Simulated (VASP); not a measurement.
HPbNO4: atomic charges with PBE

HPbNO4:

```
CELL_PARAMETERS angstrom
4.20407 0.00000 0.00000
2.02172 3.83952 0.00000
2.04686 1.27900 6.28132
ATOMIC_POSITIONS crystal
H 0.89145 0.68202 0.62796
Pb 0.14426 0.92872 0.88352
N 0.25670 0.28861 0.30171
O 0.83108 0.65056 0.78405
O 0.38694 0.22380 0.11295
O 0.31104 0.03576 0.45856
O 0.07726 0.60633 0.32275
```

The cell was built by a generator and needn't be a form met in nature.

```yaml
Program: VASP 6.6.1
Task: atomic charges
Functional: PBE
Potentials_or_basis: VASP PAW PBE potentials, release 64 (H, Pb_d, N, O)
Cutoff: 520 eV
k_mesh: 7 × 7 × 5
Occupations: fermi-dirac, width 0.05 eV
Spin: no spin polarisation
Further_INCAR_settings: ALGO = Fast; EDIFF = 1e-06
```

| Item | Value |
| --- | --- |
| Pressure | 0.6 GPa |
| Largest force | 0.424 eV/Å |
| Band gap on the k mesh | 2.79 eV, indirect (least direct gap 2.81 eV) |
| Valence electrons inside the program's atomic spheres | H 0.72; Pb 11.72; N 3.82; O 5.05, 5.06, 5.08, 5.07 |

Forces on the atoms (eV/Å):
```
H   -0.001 -0.009 -0.109
Pb   0.001  0.007  0.001
N    0.001 -0.048 -0.084
O    0.000  0.007  0.098
O    0.008 -0.121 -0.291
O    0.013 -0.252  0.340
O   -0.022  0.417  0.045
```

Stress tensor (GPa, compression positive):
```
-0.23 -0.03  0.01
-0.03  0.97 -0.09
 0.01 -0.09  1.01
```

Levels at points of the mesh, in eV from the valence-band top:
```tsv
k point	band 19	band 20	band 21	band 22	band 23	band 24	band 25	band 26
(0.00, 0.00, 0.00)	-2.06	-1.57	-1.36	-0.74	3.54	4.31	5.47	6.27
```

Run time: 82 s on 4 MPI ranks on Intel(R) Xeon(R) Platinum 8488C (Sapphire Rapids) (shared host), peak memory 0.43 GiB a rank.

Caveat: the standard files for N, O and F lose accuracy on very short bonds; spin-orbit coupling is left out, which as a rule narrows the gap of such compounds by several tenths of an eV; an odd mesh through Γ misses points on the zone boundary, where band edges often lie.
